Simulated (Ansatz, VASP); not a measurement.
KRu3 in VASP and in Ansatz

```xyz
4
Lattice="0.0000 3.1869 3.1869 3.1869 0.0000 3.1869 3.1869 3.1869 0.0000" Properties=species:S:1:pos:R:3 pbc="T T T"
K     0.0000    0.0000    0.0000
Ru    4.7804    4.7804    4.7804
Ru    3.1869    3.1869    3.1869
Ru    1.5935    1.5935    1.5935
```

Alike in both runs: functional PBE; k mesh 12 × 12 × 12; occupations gaussian, width 0.1 eV; no spin polarisation.

Ansatz relaxed the structure, and its values are those at the end. VASP's run is a single point on that final structure, the one shown.

|  | VASP | Ansatz |
| --- | --- | --- |
| version | VASP 6.6.1 | Ansatz 0.2.0 |
| potentials or method | VASP PAW PBE potentials, release 64 (K_sv, Ru_pv) | scalar-relativistic, plane waves, PAW |
| plane-wave cutoff (eV) | 520 | 420 |
| valence electrons in the cell | 51 | 57 |

Ansatz gave:

```
gap on the k mesh at the Fermi level (eV) : none
pressure (GPa)                            : 0.0
```

Estimate VASP's values.

gap on the k mesh at the Fermi level (eV): none; pressure (GPa): 0.6.

A gap of «none» marks a metal or a gap that the smearing closes. The functional is the same, so the differences come from potentials, cutoffs and numerics. The two sets of potentials don't hold the same shells in valence.
